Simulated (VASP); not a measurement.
# LuNiC2 with PBEsol + U: from relaxation to properties

What structure does LuNiC2 take at this level, and what are its properties? The steps: magnetic order: ferromagnetic, magnetic order: antiferromagnetic, q = (0, 0, 1/2), magnetic order: antiferromagnetic, q = (1/2, 1/2, 1/2), magnetic order: antiferromagnetic, q = (1/2, 1/2, 0), the orders side by side, full relaxation (PBEsol + U), second relaxation, density, ELF and potential (PBEsol + U), bands along the symmetry lines (PBEsol + U), total and projected DOS (PBEsol + U), volume scan with PBEsol + U, fit for PBEsol + U and total energy, forces and stress (PBEsol + U), changed input. Left out of this account: 1 further run (optics: it diverged and was aborted). The start is a computed cell from the Materials Project.

Method: PBEsol, DFT+U (Ni d 4 eV), spin-polarised from a ferromagnetic start (one magnetic atom a cell), 4f electrons in the core; plane waves and PAW (Lu_3, Ni, C), in the first sound run; inputs show where later runs differ, in VASP 6.6.1.

### 1. Set-up

The structure is orthorhombic, space group Amm2 (No. 38). Conventional cell: a = 3.448 Å, b = 4.457 Å, c = 5.914 Å, α = 90.00°, β = 90.00°, γ = 90.00°. Nearest to Lu lie 8 C at 2.56 to 2.60 Å. Nearest to Ni lie 4 C at 1.91 to 1.96 Å. Nearest to C lie 1 C at 1.37 Å and 2 Ni at 1.91 to 1.96 Å and 4 Lu at 2.56 to 2.60 Å. Farther neighbours are not listed.

Structure file:

```cif
data_structure
_symmetry_space_group_name_H-M 'Amm2'
_symmetry_Int_Tables_number 38
_cell_length_a 3.4477
_cell_length_b 4.4567
_cell_length_c 5.9140
_cell_angle_alpha 90.000
_cell_angle_beta 90.000
_cell_angle_gamma 90.000
_cell_volume 90.87
loop_
_atom_site_label
_atom_site_type_symbol
_atom_site_symmetry_multiplicity
_atom_site_Wyckoff_symbol
_atom_site_fract_x
_atom_site_fract_y
_atom_site_fract_z
_atom_site_occupancy
Lu1 Lu 2 a 0.00000 0.50000 0.49823 1
Ni1 Ni 2 b 0.50000 0.50000 0.88891 1
C1 C 4 e 0.50000 0.65414 0.19893 1
```

### 2. Magnetic order: ferromagnetic

The properties of a magnet depend on its order, so a few collinear patterns are compared first on the cell as listed, beginning with all moments parallel. PBEsol restores the gradient expansion of exchange and is tuned for the cells of solids. A Hubbard U penalises fractional filling of the localised shell, which semilocal functionals favour.

Input file INCAR:

```
SYSTEM = LuNiC2
PREC = Accurate
ENCUT = 520
EDIFF = 1E-06
NELM = 100
ISMEAR = 0
SIGMA = 0.05
LREAL = .FALSE.
ALGO = Normal
GGA = PS
NBANDS = 22
ISPIN = 2
MAGMOM = 0 1 0 0
LDAU = .TRUE.
LDAUTYPE = 2
LDAUL = -1 2 -1
LDAUU = 0 4 0
LDAUJ = 0 0 0
LDAUPRINT = 1
LASPH = .TRUE.
LMAXMIX = 4
LORBIT = 11
LWAVE = .FALSE.
LCHARG = .FALSE.
KPAR = 8
ISIF = 2
```

Input file POSCAR:

```
LuNiC2
1.0
    3.4477031900      0.0000000000      0.0000000000
    0.0000000000      2.2283648400      2.9569991500
    0.0000000000     -2.2283648400      2.9569991500
Lu Ni C
1 1 2
Direct
    0.0000000000      0.9982328700      0.9982328700
    0.5000000000      0.3889052300      0.3889052300
    0.5000000000      0.8530720600      0.5447908500
    0.5000000000      0.5447908500      0.8530720600
```

Input file KPOINTS:

```
Automatic mesh
0
Gamma
7 6 6
0 0 0
```

The projector-augmented-wave data sets are Lu_3, Ni and C (PBE family, release 64).

The run is started by

```bash
> mpirun -np 8 vasp_std
```

Log:

```text
[banner, memory and clock lines left out]
running    8 mpi-ranks, on    1 nodes
 distrk:  each k-point on    1 cores,    8 groups
 distr:  one band on    1 cores,    1 groups

 POSCAR found type information on POSCAR LuNiC
 POSCAR found :  3 types and       4 ions
|                                                                             |
|           W    W    AA    RRRRR   N    N  II  N    N   GGGG   !!!           |
|           W    W   A  A   R    R  NN   N  II  NN   N  G    G  !!!           |
|           W    W  A    A  R    R  N N  N  II  N N  N  G       !!!           |
|           W WW W  AAAAAA  RRRRR   N  N N  II  N  N N  G  GGG   !            |
|           WW  WW  A    A  R   R   N   NN  II  N   NN  G    G                |
|           W    W  A    A  R    R  N    N  II  N    N   GGGG   !!!           |
|                                                                             |
|     For optimal performance we recommend to set                             |
|       NCORE = 2 up to number-of-cores-per-socket                            |
|     NCORE specifies how many cores store one orbital (NPAR=cpu/NCORE).      |
|     This setting can greatly improve the performance of VASP for DFT.       |
|     The default, NCORE=1 might be grossly inefficient on modern             |
|     multi-core architectures or massively parallel machines. Do your        |
|     Unfortunately you need to use the default for GW and RPA                |
|     calculations (for HF NCORE is supported but not extensively tested      |
|     yet).                                                                   |
|                                                                             |

|                                                                             |
|               ----> ADVICE to this user running VASP <----                  |
|                                                                             |
|     You enforced a specific xc type in the INCAR file but a different       |
|     [... a line on the potential file left out ...]
|     I HOPE YOU KNOW WHAT YOU ARE DOING!                                     |
|                                                                             |

 LDA part: xc-table for (Slater+PW92), standard interpolation
 POSCAR, INCAR and KPOINTS ok, starting setup
 FFT: planning ... GRIDC
 FFT: planning ... GRID_SOFT
 FFT: planning ... GRID
 WAVECAR not read
 entering main loop
       N       E                     dE             d eps       ncg     rms          rms(c)
DAV:   1     0.130486400312E+03    0.13049E+03   -0.12302E+04  6744   0.147E+03
DAV:   2    -0.228372335658E+02   -0.15332E+03   -0.14516E+03  7442   0.499E+02
DAV:   3    -0.333254526649E+02   -0.10488E+02   -0.10324E+02  7338   0.110E+02
DAV:   4    -0.335245940323E+02   -0.19914E+00   -0.19867E+00  6902   0.108E+01
DAV:   5    -0.335285201238E+02   -0.39261E-02   -0.39209E-02  5908   0.150E+00    0.332E+01
DAV:   6    -0.381875364596E+02   -0.46590E+01   -0.15282E+02  7658   0.142E+02    0.334E+01
DAV:   7    -0.295479466351E+02    0.86396E+01   -0.22967E+01  6448   0.960E+01    0.135E+01
DAV:   8    -0.297372168699E+02   -0.18927E+00   -0.49107E+00  8264   0.266E+01    0.105E+01
DAV:   9    -0.296526996446E+02    0.84517E-01   -0.25877E+00  7152   0.213E+01    0.281E+00
DAV:  10    -0.296130493413E+02    0.39650E-01   -0.21284E-01  7710   0.665E+00    0.123E+00
DAV:  11    -0.296103133989E+02    0.27359E-02   -0.18318E-02  7738   0.149E+00    0.738E-01
DAV:  12    -0.296097200579E+02    0.59334E-03   -0.30923E-03  7986   0.580E-01    0.309E-01
DAV:  13    -0.296094752038E+02    0.24485E-03   -0.10909E-03  7202   0.417E-01    0.768E-02
DAV:  14    -0.296094722748E+02    0.29290E-05   -0.10549E-04  7422   0.102E-01    0.415E-02
DAV:  15    -0.296094677219E+02    0.45529E-05   -0.24671E-05  7606   0.642E-02    0.145E-02
DAV:  16    -0.296094674405E+02    0.28137E-06   -0.34738E-06  3718   0.213E-02
   1 F= -.29609467E+02 E0= -.29608820E+02  d E =-.129490E-02  mag=    -0.0001
```

Run time: 18 s. Hardware: 8 MPI ranks of Intel Xeon 6975P-C (Granite Rapids), shared host; peak memory 1.9 GiB.

Lines that name or quote the potential files are left out of all logs, and their timing lines are given in words.

Parts of OUTCAR (step 2):

```text
ion  position               nearest neighbor table
   1  0.000  0.998  0.998-   3 2.56   4 2.56   3 2.56   4 2.56   4 2.60   3 2.60   4 2.60   3 2.60
                             2 2.88   2 2.88   2 2.89   2 2.89   2 2.89   2 2.89
   2  0.500  0.389  0.389-   4 1.91   3 1.91   3 1.96   4 1.96   1 2.88   1 2.88   1 2.89   1 2.89
                             1 2.89   1 2.89
   3  0.500  0.853  0.545-   4 1.37   2 1.91   2 1.96   1 2.56   1 2.56   1 2.60   1 2.60
   4  0.500  0.545  0.853-   3 1.37   2 1.91   2 1.96   1 2.56   1 2.56   1 2.60   1 2.60

  LATTYP: Found a base centered orthorhombic cell.
 ALAT       =     4.4567296800
 B/A-ratio  =     1.3269816041
 C/A-ratio  =     0.7735948638

 Subroutine GETGRP returns: Found  4 space group operations
 (whereof  4 operations were pure point group operations)

The static configuration has the point symmetry C_2v.

 Found     52 irreducible k-points:

   k-points           NKPTS =     52   k-points in BZ     NKDIM =     52   number of bands    NBANDS=     22

   dimension x,y,z NGX =    28 NGY =   28 NGZ =   28
   dimension x,y,z NGXF=    56 NGYF=   56 NGZF=   56

   ENCUT  =  520.0 eV  38.22 Ry    6.18 a.u.   6.41  6.88  6.88*2*pi/ulx,y,z

   NELECT =      27.0000    total number of electrons

 k-points in reciprocal lattice and weights: Automatic mesh
   0.00000000  0.00000000  0.00000000       0.004
   0.14285714  0.00000000  0.00000000       0.008
   0.28571429  0.00000000  0.00000000       0.008
   0.42857143  0.00000000  0.00000000       0.008
   0.00000000  0.16666667 -0.00000000       0.016
   0.14285714  0.16666667 -0.00000000       0.032
   0.28571429  0.16666667 -0.00000000       0.032
   0.42857143  0.16666667 -0.00000000       0.032
   0.00000000  0.33333333  0.00000000       0.016
[...]
0.28571429  0.50000000  0.50000000       0.008
   0.42857143  0.50000000  0.50000000       0.008

atom =   2  type =  2  l = 2

 onsite density matrix

spin component  1

  0.8791  0.0000  0.0000  0.0000  0.0000
  0.0000  0.7572  0.0000  0.0000  0.0000
  0.0000  0.0000  0.8931  0.0000  0.0143
  0.0000  0.0000  0.0000  0.9300  0.0000
  0.0000  0.0000  0.0143  0.0000  0.8899

spin component  2

  0.8791  0.0000  0.0000  0.0000  0.0000
  0.0000  0.7573  0.0000  0.0000  0.0000
  0.0000  0.0000  0.8931  0.0000  0.0143
  0.0000  0.0000  0.0000  0.9301  0.0000
  0.0000  0.0000  0.0143  0.0000  0.8900

 occupancies and eigenvectors

  o =  0.7572  v =  0.0000  1.0000  0.0000  0.0000  0.0000  0.0000  0.0000  0.0000  0.0000  0.0000      0.0000  0.0000  0.0000  0.0000  0.0000  0.0000  0.0000  0.0000  0.0000  0.0000
  o =  0.7573  v =  0.0000  0.0000  0.0000  0.0000  0.0000  0.0000  1.0000  0.0000  0.0000  0.0000      0.0000  0.0000  0.0000  0.0000  0.0000  0.0000  0.0000  0.0000  0.0000  0.0000
  o =  0.8771  v =  0.0000  0.0000 -0.6676  0.0000  0.7445  0.0000  0.0000  0.0000  0.0000  0.0000      0.0000  0.0000  0.0000  0.0000  0.0000  0.0000  0.0000  0.0000  0.0000  0.0000
  o =  0.8771  v =  0.0000  0.0000  0.0000  0.0000  0.0000  0.0000  0.0000 -0.6677  0.0000  0.7445      0.0000  0.0000  0.0000  0.0000  0.0000  0.0000  0.0000  0.0000  0.0000  0.0000
  o =  0.8791  v =  1.0000  0.0000  0.0000  0.0000  0.0000  0.0000  0.0000  0.0000  0.0000  0.0000      0.0000  0.0000  0.0000  0.0000  0.0000  0.0000  0.0000  0.0000  0.0000  0.0000
  o =  0.8791  v =  0.0000  0.0000  0.0000  0.0000  0.0000  1.0000  0.0000  0.0000  0.0000  0.0000      0.0000  0.0000  0.0000  0.0000  0.0000  0.0000  0.0000  0.0000  0.0000  0.0000
  o =  0.9059  v =  0.0000  0.0000 -0.7445  0.0000 -0.6676  0.0000  0.0000  0.0000  0.0000  0.0000      0.0000  0.0000  0.0000  0.0000  0.0000  0.0000  0.0000  0.0000  0.0000  0.0000
  o =  0.9059  v =  0.0000  0.0000  0.0000  0.0000  0.0000  0.0000  0.0000 -0.7445  0.0000 -0.6677      0.0000  0.0000  0.0000  0.0000  0.0000  0.0000  0.0000  0.0000  0.0000  0.0000
  o =  0.9300  v =  0.0000  0.0000  0.0000 -1.0000  0.0000  0.0000  0.0000  0.0000  0.0000  0.0000      0.0000  0.0000  0.0000  0.0000  0.0000  0.0000  0.0000  0.0000  0.0000  0.0000
  o =  0.9301  v =  0.0000  0.0000  0.0000  0.0000  0.0000  0.0000  0.0000  0.0000 -1.0000  0.0000      0.0000  0.0000  0.0000  0.0000  0.0000  0.0000  0.0000  0.0000  0.0000  0.0000

 average (electrostatic) potential at core
       1 -28.4080       2 -84.2729       3 -48.8846       4 -48.8846

 E-fermi :   6.6518

 spin component 1
 k-point     1 :       0.0000    0.0000    0.0000
  band No.  band energies     occupation
    ...
      9       2.6886      1.00000
     10       3.4192      1.00000
     11       3.6469      1.00000
     12       4.5111      1.00000
     13       5.0676      1.00000
     14       7.0743      0.00000
     15       7.1426      0.00000
     16       8.8726      0.00000
     17      10.6297      0.00000
     18      10.9169      0.00000
    ...

 k-point     2 :       0.1429    0.0000    0.0000
  band No.  band energies     occupation
    ...
      9       3.2517      1.00000
     10       3.3614      1.00000
     11       3.6647      1.00000
     12       4.3395      1.00000
     13       5.1854      1.00000
     14       6.8538      0.00000
     15       7.6146      0.00000
     16       8.2190      0.00000
     17       9.8333      0.00000
     18      11.5923      0.00000
    ...

 k-point     3 :       0.2857    0.0000    0.0000
  band No.  band energies     occupation
    ...
     10       3.2628      1.00000
     11       4.0444      1.00000
     12       4.0746      1.00000
     13       5.4493      1.00000
     14       6.4597      1.00000
     15       7.1495      0.00000
     16       8.5350      0.00000
     17       9.8526      0.00000
     18      12.3567      0.00000
     19      12.8714      0.00000
    ...

 k-point     4 :       0.4286    0.0000    0.0000
  band No.  band energies     occupation
    ...
     10       3.1657      1.00000
     11       3.9978      1.00000
     12       4.3761      1.00000
     13       5.6660      1.00000
     14       5.9106      1.00000
     15       6.7687      0.00047
     16       8.8529      0.00000
     17      10.9511      0.00000
     18      11.9320      0.00000
     19      13.2091      0.00000
    ...

 k-point     5 :       0.0000    0.1667   -0.0000
  band No.  band energies     occupation
    ...
      9       2.7553      1.00000
     10       3.4521      1.00000
     11       3.7678      1.00000
     12       3.8130      1.00000
     13       4.8847      1.00000
     14       7.0098      0.00000
     15       7.8978      0.00000
     16       8.7371      0.00000
     17      10.6115      0.00000
     18      10.8441      0.00000
    ...

 k-point     6 :       0.1429    0.1667   -0.0000
  band No.  band energies     occupation
    ...
      9       3.0734      1.00000
     10       3.4094      1.00000
     11       3.6776      1.00000
     12       3.8613      1.00000
     13       4.9965      1.00000
     14       7.0120      0.00000
     15       7.9660      0.00000
     16       8.2928      0.00000
     17      10.3970      0.00000
     18      11.4070      0.00000
    ...

  Total       -1.5679837     -1.5179284     -2.1958872      0.0000000      0.0000000      0.0000000
  in kB      -55.2910417    -53.5259649    -77.4324929      0.0000000      0.0000000      0.0000000
  external PRESSURE =     -62.0831665 kB  Pullay stress =       0.0000000 kB

  energy-cutoff  :      520.00
  volume of cell :       45.44
      direct lattice vectors                 reciprocal lattice vectors
     3.447703190  0.000000000  0.000000000     0.290048170  0.000000000  0.000000000
     0.000000000  2.228364840  2.956999150     0.000000000  0.224379774  0.169090343
     0.000000000 -2.228364840  2.956999150     0.000000000 -0.224379774  0.169090343

 POSITION                                       TOTAL-FORCE (eV/Angst)
 -----------------------------------------------------------------------------------
      0.00000      0.00000      5.90355         0.000000      0.000000      0.000789
      1.72385      0.00000      2.29998         0.000000      0.000000      0.125636
      1.72385      0.68696      4.13348         0.000000      0.145995     -0.063213
      1.72385     -0.68696      4.13348         0.000000     -0.145995     -0.063213
 -----------------------------------------------------------------------------------
    total drift:                                0.000000     -0.000000      0.000603

  FREE ENERGIE OF THE ION-ELECTRON SYSTEM (eV)
  ---------------------------------------------------
  free  energy   TOTEN  =       -29.6094674405 eV

  energy  without entropy=      -29.6081725376  energy(sigma->0) =      -29.60881999

 total charge
# of ion       s       p       d       tot
------------------------------------------
    1        0.355   6.684   1.121   8.160
    2        0.529   0.751   8.659   9.939
    3        0.862   1.595   0.000   2.457
    4        0.862   1.595   0.000   2.457
--------------------------------------------------
tot          2.609  10.625   9.780  23.013

 magnetization (x)
# of ion       s       p       d       tot
------------------------------------------
    1        0.000   0.000  -0.000  -0.000
    2        0.000   0.000  -0.000  -0.000
    3       -0.000  -0.000   0.000  -0.000
    4       -0.000  -0.000   0.000  -0.000
--------------------------------------------------
tot          0.000   0.000  -0.000  -0.000

[... 6 further parts left out ...]
```

The data set Lu_3 holds the 4f electrons frozen in the core, so no f bands or f moments appear. The k-mesh is coarse for a metal. A U on the itinerant d states of such a compound is hard to justify; it moves the bands at the Fermi level. The PAW data sets were made with PBE, which is usual practice but a small mismatch for other functionals. At this level the cell is under a tension of 6.2 GPa, so at these settings it is away from equilibrium.

This step gave:

```
SCF cycles              : 16
electrons               : 27
bands                   : 22
irreducible k-points    : 52
symmetry operations     : 4
free energy (TOTEN)     : -29.61 eV
energy at zero smearing : -29.61 eV
Fermi energy            : 6.652 eV
pressure                : -6.208 GPa
metallic                : yes
```

The spin moment in the PAW sphere vanishes on all atoms.

Force by atom:

```
atom  x (eV/Å)  y (eV/Å)  z (eV/Å)   size
 Lu1     0.000     0.000     0.001  0.001
 Ni2     0.000     0.000     0.126  0.126
  C3     0.000     0.146    -0.063  0.159
  C4     0.000    -0.146    -0.063  0.159
```

The moments fall under 0.1 μB, and the mesh shows no gap.

[end of part 1 of 11]

[Lines on the potential files, build, host, timing and source positions are cut from VASP's logs without a mark.]

[Logs are printed without paths, hosts, clocks, repeated set-up lines and the standing remarks that a program may print on its own settings, such as how far it seeks lower states.]

[Hosts, paths, dates, database ids (printed as entryN), source tags and the programs' standing remarks are cut or masked in the printed files.]

[A measured line is paired with the nearest computed mode of its activity, which favours agreement.]

[In band tables of VASP the shares of atoms and orbitals are scaled to a sum of 1 inside the atoms' spheres.]
